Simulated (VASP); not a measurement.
Consider the following.

```xyz
4
Lattice="-1.7563 1.7563 5.9853 1.7563 -1.7563 5.9853 1.7563 1.7563 -5.9853" Properties=species:S:1:pos:R:3 pbc="T T T"
Ta     1.7563     0.0000     5.9849
Ta     0.0000     0.0000     8.9776
As     1.7563     0.0000     0.9891
As     0.0000     0.0000     3.9818
```

Level of theory: LDA (Ceperley-Alder, Perdew-Zunger), VASP's LDA PAW potentials (set 64) (plane waves; VASP). Settings: 300 eV cut-off, 11×11×11 Γ-centred mesh shifted by (0.5, 0.5, 0.5), Fermi-Dirac smearing of 0.14 eV, potentials Ta_pv As.

At this cut-off the stress carries a Pulay error, which pulls relaxed volumes low. Unless said otherwise, spin-orbit coupling is left out, though it shifts the bands of the heavy elements here.

Q: Predict the energy per atom (σ→0), pressure, band gap (on the k-mesh) with the smallest direct gap where there is one.

A: 
The band gap (on the k-mesh) is none (metal, semimetal or under 0.01 eV), the energy per atom (σ→0) comes out as -9.648 eV/atom and the pressure is -15.65 GPa.

The absolute energy has meaning only against runs of the same code, potentials and settings.

The structure comes from a computed database's TaAs entry; how it stands against other phases isn't given here. The cell was not relaxed at this level.
